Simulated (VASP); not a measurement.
# TaN: single point with LDA+U

The system is TaN.

```
Ta N
1.0
     5.18500    0.00000    0.00000
    -2.59250    4.49034    0.00000
     0.00000    0.00000    2.90800
Ta N
3 3
Direct
  0.00000 0.00000 0.00000
  0.33333 0.66667 0.50000
  0.66667 0.33333 0.50000
  0.50000 0.00000 0.00000
  0.50000 0.50000 0.00000
  0.00000 0.50000 0.00000
```

- Program: VASP 6.6.1
- Task: single point
- Functional: LDA
- Potentials or basis: VASP PAW LDA potentials, release 64 (Ta_pv, N)
- Cutoff: 520 eV
- k mesh: 4 × 4 × 7
- Occupations: gaussian, width 0.05 eV
- Spin: collinear spin, typed start
- Starting moments: [2.0, 2.0, 2.0, 0.0, 0.0, 0.0] μB
- Hubbard terms: Ta d U = 4.0 eV

```
Pressure                                              : 9.0 GPa
Band gap on the k mesh                                : none (metal or under the smearing width)
Net moment                                            : 0.00 μB per cell
Valence electrons inside the program's atomic spheres : Ta 8.55, 8.97; N 3.80
```

Stress tensor (GPa, compression positive):
```
 8.43  0.00  0.00
 0.00  8.43  0.00
 0.00  0.00 10.01
```

Levels at points of the mesh, in eV from the Fermi level:
Spin up:
```csv
k point,band 20,band 21,band 22,band 23,band 24,band 25,band 26,band 27,band 28,band 29
"(0.00, 0.00, 0.00)",-3.12,-3.12,-2.71,-2.10,-1.11,-1.11,0.89,0.89,1.00,2.38
"(0.50, 0.00, 0.00)",-4.73,-3.55,-3.03,-1.86,-0.66,1.42,1.95,2.00,2.36,2.45
```
Spin down:
| k point | band 22 | band 23 | band 24 | band 25 | band 26 | band 27 |
| --- | --- | --- | --- | --- | --- | --- |
| (0.00, 0.00, 0.00) | -2.71 | -2.10 | -1.11 | -1.11 | 0.89 | 0.89 |
| (0.50, 0.00, 0.00) | -3.03 | -1.86 | -0.66 | 1.42 | 1.95 | 2.00 |

Eigenvalues of the final occupation matrices:
```csv
site,spin,trace,eigenvalues
site 1 d,1,1.08,0.16 0.16 0.25 0.25 0.26
site 1 d,2,1.08,0.16 0.16 0.25 0.25 0.26
site 2 d,1,1.18,0.21 0.21 0.24 0.24 0.27
site 2 d,2,1.18,0.21 0.21 0.24 0.24 0.27
site 3 d,1,1.18,0.21 0.21 0.24 0.24 0.27
site 3 d,2,1.18,0.21 0.21 0.24 0.24 0.27
```

It took 45 s on 1 thread of Intel(R) Xeon(R) Platinum 8488C (Sapphire Rapids), on a shared host, peak memory 0.2 GiB.

Spin-orbit coupling is left out, which matters for the levels of Ta. The state reached can hang on the start; a lower one may exist.
